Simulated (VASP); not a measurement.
## Te₂W (relaxed from the 2H-MoS2 structure, space group P6_3/mmc): computed properties

The numbers are results of LDA (Ceperley-Alder, Perdew-Zunger), VASP's LDA PAW potentials (set 64) (plane waves; VASP), not measurements.

```yaml
space_group: P6_3/mmc (194)
cell: a = 3.478 Å, b = 3.478 Å, c = 13.824 Å, α = 90.00°, β = 90.00°, γ = 120.00°
volume_per_atom: 24.13 Å³/atom
band gap (over mesh and band path): 0.75 eV
smallest direct gap (over mesh and band path): 1.09 eV
band_edge_character_without_spin_orbit_coupling: indirect, K to K-Γ at 0.44
band_gap_with_spin_orbit_coupling: 0.75 eV
density: 10.07 g/cm³
optical Γ-point spectrum: 26 (×2), 34, 123 (×2), 125 (×2), 180, 183, 198 (×4), 244, 248 cm⁻¹
```

Space group P6₃/mmc (No. 194); a = 3.4777 Å, b = 3.4777 Å, c = 13.8243 Å, α = 90.00°, β = 90.00°, γ = 120.00°

```json
[
 {"atom": "W", "site": "2c", "symmetry": "-6m2", "x": "0.3333", "y": "0.6667", "z": "0.2500"},
 {"atom": "Te", "site": "4f", "symmetry": "3m.", "x": "0.6667", "y": "0.3333", "z": "0.1193"}
]
```

The path is coarsely sampled, so an indirect gap can come out somewhat too large. Unless said otherwise, spin-orbit coupling is left out, though it shifts the bands of the heavy elements here.

The structure was generated: Te2W was put into the 2H-MoS2 type (P6_3/mmc), which need not be its known phase. It was relaxed first, which changed the volume by -19 %. Symmetry was kept, so distortions that lower it aren't found.
